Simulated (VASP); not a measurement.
Input of a VASP 6.6.1 run:

Contents of INCAR:

```
SYSTEM = PdC18
PREC = Accurate ; ENCUT = 520
EDIFF = 1E-6 ; ISMEAR = -1
SIGMA = 0.05 ; LREAL = Auto
LASPH = .True. ; NELM = 100
ALGO = Fast ; ISIF = 2
LWAVE = .False. ; LCHARG = .False.
GGA = PE ; NBANDS = 56
```

File KPOINTS:

```
regular mesh
0
Gamma
  2 2 1
  0 0 0
```

Contents of POSCAR:

```
PdC18
1.0
    7.3980000000      0.0000000000      0.0000000000
   -3.6990000000      6.4068560000      0.0000000000
    0.0000000000      0.0000000000     12.0000000000
C Pd
18 1
Direct
    0.0022041588     -0.0002313147      0.0829541667
    0.2235482483      0.1115860884      0.0816441667
    0.0024018898      0.3346358963      0.0835747500
    0.2235071256      0.4450477738      0.0827147500
    0.0017102055      0.6668437686      0.0792335833
    0.2234828999      0.7781593655      0.0808040833
    0.3343497260      0.0001841777      0.0813996667
    0.5555896168      0.1129653921      0.0844565000
    0.3349791324      0.3335743772      0.0825865833
    0.5569681965      0.4450064119      0.0816446667
    0.3339179473      0.6661513853      0.0835741667
    0.5558799088      0.7762183199      0.0883918333
    0.6678503028      0.0007033091      0.0900537500
    0.8923359741      0.1126749220      0.0883921667
    0.6683692002      0.3342033909      0.0813988333
    0.8903953058      0.4450714984      0.0808021667
    0.6687842734      0.6663492983      0.0829532500
    0.8904068564      0.7781481276      0.0802125833
    0.6814978059     -0.0129289623      0.2632081667
```

Potentials or basis: VASP PAW PBE potentials, release 64 (C, Pd).

The run is started by

```console
$ cat potpaw_PBE.64/C/POTCAR potpaw_PBE.64/Pd/POTCAR > POTCAR
$ mpirun -np 1 vasp_std > vasp.out
```

Q: Estimate the largest force.

A: 0.058 eV/Å.

Q: What does it give for the band gap on the k mesh?

A: 0.09 eV, direct.

Forces in eV/Å, atoms in the order of the input:
```
C    0.011 -0.001 -0.004
C   -0.003  0.002  0.002
C   -0.004  0.009  0.000
C   -0.010  0.013  0.000
C    0.009 -0.004  0.000
C   -0.001 -0.010  0.002
C    0.006  0.006  0.000
C   -0.009 -0.005 -0.015
C    0.000  0.007 -0.002
C   -0.007  0.000  0.002
C   -0.006 -0.002  0.000
C   -0.003 -0.003  0.016
C   -0.011  0.003 -0.028
C   -0.008 -0.002  0.014
C   -0.005 -0.004 -0.006
C    0.003  0.006  0.005
C   -0.002  0.005 -0.005
C   -0.005  0.007 -0.002
Pd   0.045 -0.027  0.024
```

Caveat: the k mesh is coarse (spacing up to 0.49 Å⁻¹), so the values aren't converged. PBE gaps usually lie below the measured ones, often by a third to a half.
